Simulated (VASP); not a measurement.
# What goes wrong when the gap of InP is computed with a bad input, part 2 of 2

Aim: see how common mistakes in a band-structure run show up, on InP. The starting structure is a measured crystal structure from the Crystallography Open Database. Cell and atoms stay as given unless a step says otherwise.

VASP 6.6.1.

Results so far: reference 0.485 eV; one electron missing no gap to read.

## 5. Bands with a wide metal-type smearing

Level of this step: LDA; plane waves and PAW (In_d, P) (VASP).

A slip made on purpose: a wide metal-type smearing. Against step 2 the input has ISMEAR = 1 and SIGMA = 1 (also changed: NELM).

The input, INCAR:

```
SYSTEM = InP
PREC = Accurate
ENCUT = 350
EDIFF = 1E-06
NELM = 60
ISMEAR = 1
SIGMA = 1
LREAL = .FALSE.
ALGO = Normal
GGA = CA
NBANDS = 21
LORBIT = 11
LWAVE = .FALSE.
LCHARG = .FALSE.
KPAR = 4
```

The input, POSCAR:

```
InP
1.0
    0.0000000000      2.9343500000      2.9343500000
    2.9343500000      0.0000000000      2.9343500000
    2.9343500000      2.9343500000      0.0000000000
In P
1 1
Direct
    0.0000000000      0.0000000000      0.0000000000
    0.7500000000      0.7500000000      0.7500000000
```

The input, KPOINTS:

```
Automatic mesh
0
Gamma
6 6 6
0 0 0
```

The input, KPOINTS_OPT:

```
Line mode
10
Line-mode
Reciprocal
  0.00000000   0.00000000   0.00000000 GAMMA
  0.50000000   0.00000000   0.50000000 X

  0.50000000   0.00000000   0.50000000 X
  0.50000000   0.25000000   0.75000000 W

  0.50000000   0.25000000   0.75000000 W
  0.37500000   0.37500000   0.75000000 K

  0.37500000   0.37500000   0.75000000 K
  0.00000000   0.00000000   0.00000000 GAMMA

  0.00000000   0.00000000   0.00000000 GAMMA
  0.50000000   0.50000000   0.50000000 L

  0.50000000   0.50000000   0.50000000 L
  0.62500000   0.25000000   0.62500000 U

  0.62500000   0.25000000   0.62500000 U
  0.50000000   0.25000000   0.75000000 W

  0.50000000   0.25000000   0.75000000 W
  0.50000000   0.50000000   0.50000000 L

  0.50000000   0.50000000   0.50000000 L
  0.37500000   0.37500000   0.75000000 K

  0.62500000   0.25000000   0.62500000 U
  0.50000000   0.00000000   0.50000000 X
```

The projector-augmented-wave data sets are In_d and P (LDA family, release 64).

Command:

```sh
$ mpirun -np 4 vasp_std
```

Output:

```text
[... set-up lines as in an earlier step ...]
 entering main loop
       N       E                     dE             d eps       ncg     rms          rms(c)
DAV:   1     0.113870322832E+03    0.11387E+03   -0.60792E+03   687   0.718E+02
DAV:   2    -0.224429426875E+00   -0.11409E+03   -0.10620E+03   712   0.240E+02
DAV:   3    -0.980216167896E+01   -0.95777E+01   -0.94961E+01   827   0.668E+01
DAV:   4    -0.100516124203E+02   -0.24945E+00   -0.24924E+00   831   0.105E+01
[...]
DAV:  11    -0.962589920612E+01   -0.31009E-05   -0.27583E-05   953   0.645E-02    0.223E-02
DAV:  12    -0.962589800514E+01    0.12010E-05   -0.19945E-06   771   0.102E-02    0.567E-03
DAV:  13    -0.962589804708E+01   -0.41948E-07   -0.42283E-07   446   0.417E-03
   1 F= -.96258980E+01 E0= -.96573703E+01  d E =0.944167E-01
 Start KPOINTS_OPT (optional k-point list driver)
k-point batch [1-16\100]
       N       E                     dE             ncg
DAV:   1     0.613603649841E+03   -0.50847E+04      703
DAV:   2    -0.123357906164E+04   -0.18472E+04      717
DAV:   3    -0.138712487553E+04   -0.15355E+03      812
DAV:   4    -0.139119398175E+04   -0.40691E+01      821
DAV:   5    -0.139140539264E+04   -0.21141E+00      961
DAV:   6    -0.139140869697E+04   -0.33043E-02      855
DAV:   7    -0.139140881773E+04   -0.12076E-03      980
DAV:   8    -0.139140881883E+04   -0.10928E-05      680
DAV:   9    -0.139140881889E+04   -0.67578E-07      524
[...]
k-point batch [97-100\100]
       N       E                     dE             ncg
DAV:   1     0.638023152453E+04   -0.19189E+04      173
DAV:   2     0.593054831566E+04   -0.44968E+03      189
DAV:   3     0.589584044784E+04   -0.34708E+02      227
DAV:   4     0.589500119956E+04   -0.83925E+00      188
DAV:   5     0.589495908106E+04   -0.42118E-01      256
DAV:   6     0.589495803251E+04   -0.10486E-02      191
DAV:   7     0.589495800378E+04   -0.28731E-04      264
DAV:   8     0.589495800353E+04   -0.25482E-06      166
```

Run time: 7.6 s. Hardware: 4 MPI ranks of Intel Xeon 6975P-C (Granite Rapids), shared host; peak memory 0.55 GiB.

OUTCAR, selected parts (step 5):

```text
  Total       -0.5927775     -0.5927775     -0.5927775      0.0000000     -0.0000000     -0.0000000
  in kB      -18.7947488    -18.7947488    -18.7947488      0.0000000     -0.0000000     -0.0000000
  external PRESSURE =     -18.7947488 kB  Pullay stress =       0.0000000 kB

  FREE ENERGIE OF THE ION-ELECTRON SYSTEM (eV)
  ---------------------------------------------------
  free  energy   TOTEN  =        -9.6258980471 eV

  energy  without entropy=       -9.7203147969  energy(sigma->0) =       -9.65737030

[... 3 parts as in an earlier step ...]

[... 1 further part left out ...]
[key lines of the parts left out:]
E-fermi :   5.2485
```

With a wide metal-type smearing the gap is 0.484 eV, -0.001 eV from the reference.

## 6. Bands with a cutoff far too low

A slip made on purpose: a cutoff far too low. Against step 2 the input has ENCUT = 110 (also changed: NELM).

INCAR: that of step 5 with these lines changed.

```diff
@@ -2,7 +2,7 @@
 PREC = Accurate
-ENCUT = 350
+ENCUT = 110
 EDIFF = 1E-06
 NELM = 60
-ISMEAR = 1
-SIGMA = 1
+ISMEAR = 0
+SIGMA = 0.03
 LREAL = .FALSE.
```

POSCAR is that of step 5.

KPOINTS is that of step 5.

KPOINTS_OPT is that of step 5.

Command:

```sh
$ mpirun -np 4 vasp_std
```

Output:

```text
[... set-up lines as in an earlier step ...]
 entering main loop
       N       E                     dE             d eps       ncg     rms          rms(c)
DAV:   1     0.687987484199E+02    0.68799E+02   -0.36399E+03   849   0.214E+02
DAV:   2     0.341607538353E+02   -0.34638E+02   -0.33617E+02   802   0.831E+01
DAV:   3     0.337198023784E+02   -0.44095E+00   -0.43990E+00   787   0.863E+00
DAV:   4     0.337192721543E+02   -0.53022E-03   -0.53022E-03   747   0.331E-01
[...]
DAV:  12     0.466684140223E+02    0.18263E-03   -0.24861E-04   742   0.765E-02    0.245E-01
DAV:  13     0.466684304109E+02    0.16389E-04   -0.35446E-05   782   0.237E-02    0.816E-02
DAV:  14     0.466684309996E+02    0.58868E-06   -0.58827E-07   564   0.293E-03
   1 F= 0.46668431E+02 E0= 0.46668538E+02  d E =-.214253E-03
 Start KPOINTS_OPT (optional k-point list driver)
k-point batch [1-16\100]
       N       E                     dE             ncg
DAV:   1    -0.934491694135E+03   -0.41769E+04      900
DAV:   2    -0.151785438634E+04   -0.58336E+03      784
DAV:   3    -0.152446434016E+04   -0.66100E+01      823
DAV:   4    -0.152447473621E+04   -0.10396E-01      717
DAV:   5    -0.152447477316E+04   -0.36959E-04      833
DAV:   6    -0.152447477333E+04   -0.16373E-06      619
[...]
k-point batch [97-100\100]
       N       E                     dE             ncg
DAV:   1     0.324373155550E+04   -0.12692E+04      205
DAV:   2     0.310154686448E+04   -0.14218E+03      214
DAV:   3     0.310005677682E+04   -0.14901E+01      208
DAV:   4     0.310005454417E+04   -0.22326E-02      188
DAV:   5     0.310005453661E+04   -0.75592E-05      203
DAV:   6     0.310005453658E+04   -0.33873E-07      161
```

Run time: 1.8 s. Hardware: 4 MPI ranks; peak memory 0.4 GiB.

From OUTCAR (step 6):

```text
  Total     -308.2328075   -308.2328075   -308.2328075      0.0000000     -0.0000000     -0.0000000
  in kB    -9772.9056745  -9772.9056745  -9772.9056745      0.0000000     -0.0000000     -0.0000000
  external PRESSURE =   -9772.9056745 kB  Pullay stress =       0.0000000 kB

 POSITION                                       TOTAL-FORCE (eV/Angst)
 -----------------------------------------------------------------------------------
      0.00000      0.00000      0.00000         0.000000      0.000000      0.000000
      4.40152      4.40152      4.40152        -0.000000     -0.000000     -0.000000
 -----------------------------------------------------------------------------------
    total drift:                                0.000009      0.000009      0.000023

  FREE ENERGIE OF THE ION-ELECTRON SYSTEM (eV)
  ---------------------------------------------------
  free  energy   TOTEN  =        46.6684309996 eV

  energy  without entropy=       46.6686452528  energy(sigma->0) =       46.66853813

[... 1 part as in an earlier step ...]

[... 2 further parts left out ...]
[key lines of the parts left out:]
E-fermi :   4.7687
```

With a cutoff far too low there is no gap to read, since by its occupations the run counts as a metal (its levels may still leave one).

## 7. Comparison

| run | ended | gap (eV) | change (eV) | core minutes |
| --- | --- | --- | --- | --- |
| reference | converged | 0.485 | - | 0.413 |
| one electron missing | converged | none | - | 0.507 |
| too few electronic steps | not converged | - | - | 0.267 |
| a wide metal-type smearing | converged | 0.484 | -0.001 | 0.507 |
| a cutoff far too low | converged | none | - | 0.12 |

Core minutes are wall time times ranks of the run shown, on a shared host.

## 8. What came out

| Item | Value |
| --- | --- |
| reference gap | 0.485 eV |
| gap with one electron missing | none to read from the occupations |
| gap with a wide metal-type smearing | 0.484 eV |
| gap with a cutoff far too low | none to read from the occupations |
| run with too few electronic steps | not converged |

What this shows: The run with too few electronic steps didn't converge. Finished, but with signs in the output that stand out against the reference: one electron missing, with no gap to read, since by its occupations the run counts as a metal (its levels may still leave one) (signs: a warning on the charge density and a stress of up to 32.9 GPa); a wide metal-type smearing, with the gap changed by less than 0.01 eV (signs: a large entropy term in the energy); a cutoff far too low, with no gap to read, since by its occupations the run counts as a metal (its levels may still leave one) (signs: a stress of up to 977.3 GPa). Further runs on this material are not shown.

[Lines on the potential files, build, host, timing and source positions are cut from VASP's logs without a mark.]

[Logs are printed without paths, hosts, clocks, repeated set-up lines and the standing remarks that a program may print on its own settings, such as how far it seeks lower states.]

[Hosts, paths, dates, database ids (printed as entryN), source tags and the programs' standing remarks are cut or masked in the printed files.]
